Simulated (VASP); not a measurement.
Level of theory: PBE GGA + U (Dudarev), VASP's PBE PAW potentials (set 64) (plane waves; VASP).

VASP input:

### INCAR
```
! general
SYSTEM    = CoSi2
PREC      = Accurate
ENCUT     = 400
LREAL     = F
LASPH     = T

! electronic loop
EDIFF     = 1E-6   ! SCF stop (eV)
NELM      = 100   ! most electronic steps
ALGO      = Normal
LMAXMIX   = 4

! smearing
ISMEAR    = 1
SIGMA     = 0.1   ! width (eV)

! functional
GGA       = PE   ! PBE

! DFT+U
LDAU      = T
LDAUTYPE  = 2   ! Dudarev
LDAUL     = 2 -1
LDAUU     = 5.0 0
LDAUJ     = 0 0
LDAUPRINT = 1

! ions
ISIF      = 2   ! forces and stress, cell fixed

! output
LWAVE     = F
LCHARG    = F
LORBIT    = 10
```

KPOINTS:
```
Automatic mesh
0
Gamma
9 9 9
0 0 0
```

File POSCAR:
```
CoSi2
1
    0.0000000000     2.6800000000     2.6800000000
    2.6800000000     0.0000000000     2.6800000000
    2.6800000000     2.6800000000     0.0000000000
Co Si
1 2
Direct
  0.0000000000   0.0000000000   0.0000000000
  0.2500000000   0.2500000000   0.2500000000
  0.7500000000   0.7500000000   0.7500000000
```

POTCAR, in this order: Co Si (PBE.64 set). Program: vasp_std.

Output

### OUTCAR
```
 ion  position               nearest neighbor table
   1  0.000  0.000  0.000-   2 2.32   3 2.32   3 2.32   3 2.32   3 2.32   2 2.32   2 2.32   2 2.32
  LATTYP: Found a face centered cubic cell.
 ALAT       =     5.3600000000
 Subroutine PRICEL returns:
 Original cell was already a primitive cell.
 Subroutine GETGRP returns: Found 48 space group operations
The static configuration has the point symmetry O_h .
The dynamic configuration has the point symmetry O_h .
 Subroutine INISYM returns: Found 48 space group operations
 Subroutine IBZKPT returns following result:
 Found     35 irreducible k-points:

 Following reciprocal coordinates:
            Coordinates               Weight
  0.000000  0.000000  0.000000      1.000000
  0.111111  0.000000  0.000000      8.000000
  0.222222  0.000000  0.000000      8.000000
  0.333333  0.000000  0.000000      8.000000
  0.444444  0.000000  0.000000      8.000000
  0.111111  0.111111  0.000000      6.000000
  0.222222  0.111111  0.000000     24.000000
  0.333333  0.111111  0.000000     24.000000
  0.444444  0.111111  0.000000     24.000000
 -0.444444  0.111111  0.000000     24.000000
...
```

### OSZICAR
```
       N       E                     dE             d eps       ncg     rms          rms(c)
DAV:   1     0.645262510291E+02    0.64526E+02   -0.60609E+03   856   0.111E+03
DAV:   2    -0.121821122374E+02   -0.76708E+02   -0.71476E+02   864   0.229E+02
DAV:   3    -0.155418389696E+02   -0.33597E+01   -0.32573E+01  1048   0.579E+01
DAV:   4    -0.156081574230E+02   -0.66318E-01   -0.66184E-01  1008   0.784E+00
DAV:   5    -0.156100186032E+02   -0.18612E-02   -0.18609E-02  1060   0.136E+00    0.123E+01
DAV:   6    -0.165882487681E+02   -0.97823E+00   -0.13873E+01  1028   0.817E+01    0.963E+00
DAV:   7    -0.150232107976E+02    0.15650E+01   -0.67370E+00  1092   0.660E+01    0.428E+00
DAV:   8    -0.149782125723E+02    0.44998E-01   -0.43641E-01   972   0.655E+00    0.843E-01
DAV:   9    -0.149752701736E+02    0.29424E-02   -0.24843E-02  1156   0.309E+00    0.437E-01
DAV:  10    -0.149768692562E+02   -0.15991E-02   -0.47452E-03  1232   0.936E-01    0.241E-01
DAV:  11    -0.149767497338E+02    0.11952E-03   -0.44263E-04  1016   0.247E-01    0.696E-02
DAV:  12    -0.149767753957E+02   -0.25662E-04   -0.88115E-05  1208   0.168E-01    0.151E-02
DAV:  13    -0.149767743707E+02    0.10250E-05   -0.88523E-06  1120   0.481E-02    0.908E-03
DAV:  14    -0.149767747494E+02   -0.37870E-06   -0.10752E-06   560   0.200E-02
   1 F= -.14976775E+02 E0= -.14976647E+02  d E =-.382858E-03
```

File OUTCAR:
```
------------------------ aborting loop because EDIFF is reached ----------------------------------------
  FORCE on cell =-STRESS in cart. coord.  units (eV):
  Direction    XX          YY          ZZ          XY          YZ          ZX
  --------------------------------------------------------------------------------------
  Total       -1.4618749     -1.4618749     -1.4618749      0.0000000      0.0000000     -0.0000000
  in kB      -60.8396091    -60.8396091    -60.8396091      0.0000000      0.0000000     -0.0000000
  external PRESSURE =     -60.8396091 kB  Pullay stress =       0.0000000 kB
  volume of cell :       38.50
      direct lattice vectors                 reciprocal lattice vectors
     0.000000000  2.680000000  2.680000000    -0.186567164  0.186567164  0.186567164
     2.680000000  0.000000000  2.680000000     0.186567164 -0.186567164  0.186567164
     2.680000000  2.680000000  0.000000000     0.186567164  0.186567164 -0.186567164
 POSITION                                       TOTAL-FORCE (eV/Angst)
 -----------------------------------------------------------------------------------
      0.00000      0.00000      0.00000         0.000000      0.000000      0.000000
      1.34000      1.34000      1.34000        -0.000000     -0.000000     -0.000000
      4.02000      4.02000      4.02000        -0.000000      0.000000      0.000000
 -----------------------------------------------------------------------------------
    total drift:                               -0.000000     -0.000000      0.000000
  FREE ENERGIE OF THE ION-ELECTRON SYSTEM (eV)
  ---------------------------------------------------
  free  energy   TOTEN  =       -14.9767747494 eV

  energy  without entropy=      -14.9763918915  energy(sigma->0) =      -14.97664713

 total charge

# of ion       s       p       d       tot
------------------------------------------
    1        0.519   0.681   7.833   9.033
    2        0.718   0.861   0.000   1.579
    3        0.718   0.861   0.000   1.579
--------------------------------------------------
tot          1.955   2.403   7.833  12.190
```
(Selected blocks of OUTCAR.)

**OUTCAR**
```
 val. band max:        9.8626537190   @ k =  -0.2222   0.1111   0.0000

 cond. band min:       9.9497241228   @ k =   0.2222   0.2222   0.0000


 Fermi energy:         9.8817544775

 k-point     1 :       0.0000    0.0000    0.0000
  band No.  band energies     occupation
      1      -3.0677      2.00000
      2       5.6793      2.00000
      3       5.6793      2.00000
      4       5.6793      2.00000
      5       7.3900      2.00000
      6       7.3900      2.00000
      7      10.6902     -0.00000
      8      13.2760      0.00000
      9      13.2760      0.00000
     10      13.2760      0.00000
     11      13.6006      0.00000
     12      13.6006      0.00000

 k-point     2 :       0.1111    0.0000    0.0000
  band No.  band energies     occupation
      1      -2.8810      2.00000
      2       5.2571      2.00000
      3       5.7476      2.00000
      4       5.7476      2.00000
      5       7.3484      2.00000
      6       7.3484      2.00000
      7      10.6717     -0.00000
      8      11.7633     -0.00000
      9      12.4339      0.00000
     10      12.4339      0.00000
     11      14.3898      0.00000
     12      14.3898      0.00000

 k-point     3 :       0.2222    0.0000    0.0000
  band No.  band energies     occupation
      1      -2.3280      2.00000
      2       4.1942      2.00000
      3       5.9081      2.00000
      4       5.9081      2.00000
      5       7.3028      2.00000
      6       7.3028      2.00000
      7       9.3664      2.00000
      8      11.4574     -0.00000
      9      11.4574     -0.00000
     10      12.0677      0.00000
     11      13.8849      0.00000
     12      13.8849      0.00000

 k-point     4 :       0.3333    0.0000    0.0000
  band No.  band energies     occupation
      1      -1.4326      2.00000
      2       2.7805      2.00000
      3       6.0349      2.00000
      4       6.0349      2.00000
      5       7.4350      2.00000
      6       7.4350      2.00000
...
```

The compound is CoSi2 in the fluorite structure. The cell was not relaxed at this level. The run is one of a series of settings (LDAU = .TRUE., LDAUJ = 0 0, LDAUL = 2 -1, LDAUTYPE = 2, LDAUU = 5.0 0 against the base run), some of them coarse on purpose. The run is not spin-polarised, so no magnetic state was tried. The electron count is odd and the run is not spin-polarised, which forces a metal.
